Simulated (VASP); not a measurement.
Computed with vdW-DF-cx, VASP's PBE PAW potentials (set 64) (plane waves; VASP 6.6.1).

Input for VASP

POSCAR:
```
Rb
1
   -2.8188291635     2.8188291635     2.8188291635
    2.8188291635    -2.8188291635     2.8188291635
    2.8188291635     2.8188291635    -2.8188291635
Rb
1
Direct
  0.0000000000   0.0000000000   0.0000000000
```

File KPOINTS:
```
Automatic mesh
0
Gamma
10 10 10
0 0 0
```

INCAR:
```
NELM = 100
AGGAC = 0.0
EDIFF = 1E-7   # SCF stop (eV)
LREAL = .FALSE.   # projection in real space or not
NEDOS = 601
ENCUT = 520   # plane-wave cut-off (eV)
LMAXMIX = 4   # l cut-off of mixed one-centre charges
ISMEAR = -5
ALGO = Normal   # blocked Davidson
LUSE_VDW = .TRUE.
LCHARG = .TRUE.
GGA = CX
SYSTEM = Rb
PREC = Accurate
LORBIT = 11   # lm-projected
LASPH = .TRUE.
LWAVE = .FALSE.
ISIF = 2   # forces and stress, cell fixed
```

POTCAR, in this order: Rb_sv (PBE.64 set). Program: vasp_std.

The resulting files:

File OSZICAR:
```
       N       E                     dE             d eps       ncg     rms          rms(c)
DAV:   1     0.501220673758E+02    0.50122E+02   -0.33299E+03   752   0.812E+02
DAV:   2     0.391610254665E+01   -0.46206E+02   -0.45467E+02   848   0.140E+02
DAV:   3     0.128297472840E+01   -0.26331E+01   -0.26324E+01   944   0.392E+01
DAV:   4     0.121227404268E+01   -0.70701E-01   -0.70664E-01  1312   0.545E+00
DAV:   5     0.121205997163E+01   -0.21407E-03   -0.21410E-03  1048   0.291E-01    0.112E+00
DAV:   6     0.120933631466E+01   -0.27237E-02   -0.24548E-03  1168   0.311E-01    0.673E-01
DAV:   7     0.120596663394E+01   -0.33697E-02   -0.68320E-03   816   0.517E-01    0.470E-02
DAV:   8     0.120548414057E+01   -0.48249E-03   -0.70672E-04  1104   0.169E-01    0.173E-02
DAV:   9     0.120544946144E+01   -0.34679E-04   -0.60013E-05  1152   0.417E-02    0.525E-03
DAV:  10     0.120544734559E+01   -0.21159E-05   -0.99068E-06  1040   0.193E-02    0.135E-03
DAV:  11     0.120544727592E+01   -0.69673E-07   -0.28599E-07  1104   0.409E-03
   1 F= 0.12054473E+01 E0= 0.12054473E+01  d E =0.000000E+00
```

### OUTCAR
```
------------------------ aborting loop because EDIFF is reached ----------------------------------------
  FORCE on cell =-STRESS in cart. coord.  units (eV):
  Direction    XX          YY          ZZ          XY          YZ          ZX
  --------------------------------------------------------------------------------------
  Total       -0.0096766     -0.0096766     -0.0096766      0.0000000     -0.0000000     -0.0000000
  in kB       -0.1730486     -0.1730486     -0.1730486      0.0000000     -0.0000000     -0.0000000
  external PRESSURE =      -0.1730486 kB  Pullay stress =       0.0000000 kB
  volume of cell :       89.59
      direct lattice vectors                 reciprocal lattice vectors
    -2.818829163  2.818829163  2.818829163     0.000000000  0.177378610  0.177378610
     2.818829163 -2.818829163  2.818829163     0.177378610  0.000000000  0.177378610
     2.818829163  2.818829163 -2.818829163     0.177378610  0.177378610  0.000000000
 POSITION                                       TOTAL-FORCE (eV/Angst)
 -----------------------------------------------------------------------------------
      0.00000      0.00000      0.00000         0.000000      0.000000      0.000000
 -----------------------------------------------------------------------------------
    total drift:                               -0.000000      0.000000      0.000000
  FREE ENERGIE OF THE ION-ELECTRON SYSTEM (eV)
  ---------------------------------------------------
  free  energy   TOTEN  =         1.2054472759 eV

  energy  without entropy=        1.2054472759  energy(sigma->0) =        1.20544728

 total charge

# of ion       s       p       d       tot
------------------------------------------
    1        1.963   5.333   0.005   7.301
```
(Selected blocks of OUTCAR.)

For a metal the tetrahedron method with Blöchl corrections gives inexact stress and forces.

The compound is Rb in the bcc structure. It was relaxed first.
